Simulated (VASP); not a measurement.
Method: PBE GGA, VASP's PBE PAW potentials (set 64) (plane waves; VASP 6.6.1).

Input for VASP

File POSCAR:
```
CrAl
1.0
  4.4290197894   0.0000000000   0.0000000000
 -2.2145098948   3.8356440269   0.0000000000
  0.0000000000   0.0000000000   4.9763859910
Cr Al
2 2
Cartesian
 -0.0000022146   2.5570972965   4.6651745479
  2.2145121092   1.2785467304   2.1769815524
 -0.0000022146   2.5570972965   2.1773561897
  2.2145121092   1.2785467304   4.6655491852
```

**KPOINTS**
```
k-points along high-symmetry lines
10
Line-mode
Reciprocal
  0.000000   0.000000   0.000000 ! GAMMA
  0.500000   0.000000   0.000000 ! M

  0.500000   0.000000   0.000000 ! M
  0.333333   0.333333   0.000000 ! K

  0.333333   0.333333   0.000000 ! K
  0.000000   0.000000   0.000000 ! GAMMA

  0.000000   0.000000   0.000000 ! GAMMA
  0.000000   0.000000   0.500000 ! A

  0.000000   0.000000   0.500000 ! A
  0.500000   0.000000   0.500000 ! L

  0.500000   0.000000   0.500000 ! L
  0.333333   0.333333   0.500000 ! H

  0.333333   0.333333   0.500000 ! H
  0.000000   0.000000   0.500000 ! A

  0.500000   0.000000   0.500000 ! L
  0.500000   0.000000   0.000000 ! M

  0.333333   0.333333   0.500000 ! H
  0.333333   0.333333   0.000000 ! K
```

INCAR:
```
# general
SYSTEM  = CrAl
PREC    = Accurate
ENCUT   = 400
LREAL   = .FALSE.
LASPH   = .TRUE.
ICHARG  = 11

# electronic loop
EDIFF   = 1E-7
NELM    = 100
ALGO    = Normal
LMAXMIX = 4

# smearing
ISMEAR  = 0
SIGMA   = 0.05

# functional
GGA     = PE

# spin
ISPIN   = 2
MAGMOM  = 2*2.9 2*-0.1

# output
LWAVE   = .FALSE.
LCHARG  = .FALSE.
LORBIT  = 11
```

POTCAR, in this order: Cr_pv Al (PBE.64 set). Program: vasp_std. Read from the step before: CHGCAR.

The run wrote:

### OSZICAR
```
       N       E                     dE             d eps       ncg     rms          rms(c)
DAV:   1     0.194206012218E+03    0.19421E+03   -0.15161E+04  9472   0.107E+03
DAV:   2    -0.152398210385E+02   -0.20945E+03   -0.20256E+03  8268   0.321E+02
DAV:   3    -0.220303472689E+02   -0.67905E+01   -0.65775E+01  9832   0.654E+01
DAV:   4    -0.221515493454E+02   -0.12120E+00   -0.12105E+00  9440   0.800E+00
DAV:   5    -0.221560515753E+02   -0.45022E-02   -0.45018E-02 12582   0.132E+00
DAV:   6    -0.221561538798E+02   -0.10230E-03   -0.10230E-03 10112   0.148E-01
DAV:   7    -0.221561590784E+02   -0.51986E-05   -0.51986E-05 12436   0.244E-02
DAV:   8    -0.221561591482E+02   -0.69818E-07   -0.69683E-07  9124   0.318E-03
   1 F= -.22156159E+02 E0= -.22154700E+02  d E =-.291811E-02  mag=     5.9898
```

### OUTCAR
```



 magnetization (x)

# of ion       s       p       d       tot
------------------------------------------
    1        0.029  -0.012   3.000   3.017
    2        0.029  -0.012   3.000   3.017
    3       -0.030  -0.029   0.000  -0.059
    4       -0.030  -0.029   0.000  -0.059
--------------------------------------------------
tot         -0.001  -0.083   5.999   5.915
```
(Selected blocks of OUTCAR.)

**OUTCAR**
```
 val. band max:        4.3376927811   @ k =   0.2963   0.2963   0.0000

 cond. band min:       4.3572969638   @ k =   0.4444   0.1111   0.0000



 spin component 1

 k-point     1 :       0.0000    0.0000    0.0000
  band No.  band energies     occupation
      1     -39.2631      1.00000
      2     -39.2452      1.00000
      3     -39.1976      1.00000
      4     -39.1976      1.00000
      5     -39.1902      1.00000
      6     -39.1902      1.00000
      7      -3.1133      1.00000
      8       0.4252      1.00000
      9       2.6686      1.00000
     10       2.6686      1.00000
     11       2.8268      1.00000
     12       2.8268      1.00000
     13       2.8468      1.00000
     14       3.0898      1.00000
     15       3.0898      1.00000
     16       3.2148      1.00000
     17       4.0271      1.00000
     18       4.0271      1.00000
     19       5.8938      0.00000
     20       6.9784      0.00000
     21       6.9784      0.00000
     22       9.0167      0.00000

 k-point     2 :       0.0556    0.0000    0.0000
  band No.  band energies     occupation
      1     -39.2629      1.00000
      2     -39.2453      1.00000
      3     -39.1981      1.00000
      4     -39.1978      1.00000
      5     -39.1902      1.00000
      6     -39.1901      1.00000
      7      -3.0850      1.00000
      8       0.4276      1.00000
      9       2.6586      1.00000
     10       2.6751      1.00000
     11       2.7994      1.00000
     12       2.8347      1.00000
     13       2.8436      1.00000
     14       3.0807      1.00000
     15       3.0814      1.00000
     16       3.2351      1.00000
     17       4.0338      1.00000
     18       4.0711      1.00000
     19       5.8776      0.00000
     20       6.7585      0.00000
     21       6.8762      0.00000
     22       9.1760      0.00000

 k-point     3 :       0.1111    0.0000    0.0000
  band No.  band energies     occupation
...
```

The density is held fixed in this step, so its total energy and stress have no physical meaning.

The structure was generated: CrAl was put into the wurtzite type (P6_3mc), which need not be its known phase. It was relaxed first, which changed the volume by -22 %. The relaxed cell has space group P6_3/mmc.
